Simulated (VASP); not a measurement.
A VASP calculation is set up with these files.

File POSCAR:
```
BN
1
    0.0000000000     1.7677074362     1.7677074362
    1.8037830982     0.0000000000     1.7677074362
    1.8037830982     1.7677074362     0.0000000000
B N
1 1
Direct
  0.0000000000   0.0000000000   0.0000000000
  0.2500000000   0.2500000000   0.2500000000
```

File KPOINTS:
```
Automatic mesh
0
Gamma
  12 12 12
0 0 0
```

### INCAR
```
ALGO=Normal
EDIFF=1E-7
ENCUT=600
GGA=PS
ISIF=2
ISMEAR=0
LASPH=T
LCHARG=F
LREAL=F
LWAVE=F
NELM=100
PREC=Accurate
SIGMA=0.05
SYSTEM=BN
```

POTCAR, in this order: B N (PBE.64 set). Program: vasp_std.

### Question
Write an equivalent input for Quantum ESPRESSO's pw.x.

### Answer
One equivalent input (not run):
```
&CONTROL
  calculation = 'scf'
  pseudo_dir = './pseudo'
  outdir = './out'
  tprnfor = .true.
  tstress = .true.
/
&SYSTEM
  ibrav = 0
  nat = 2
  ntyp = 2
  ecutwfc = 84
  occupations = 'smearing'
  smearing = 'gaussian'
  degauss = 0.003675
  input_dft = 'pbesol'
/
&ELECTRONS
  conv_thr = 7.3e-09
  electron_maxstep = 100
/
ATOMIC_SPECIES
  B 10.810 B.upf
  N 14.007 N.upf
CELL_PARAMETERS angstrom
     0.0000000    1.7677074    1.7677074
     1.8037831    0.0000000    1.7677074
     1.8037831    1.7677074    0.0000000
ATOMIC_POSITIONS crystal
  B    0.0000000  0.0000000  0.0000000
  N    0.2500000  0.2500000  0.2500000
K_POINTS automatic
  12 12 12 0 0 0
```
Limits of the translation: the potentials are each code's own (VASP's PAW set, PseudoDojo norm-conserving files in pw.x), so ENCUT and ecutwfc are chosen apart and not converted; conv_thr bounds pw.x's estimated SCF error, while EDIFF bounds the energy change between steps.

The compound is BN in the zinc blende structure. This cell was strained or had an atom moved on purpose.
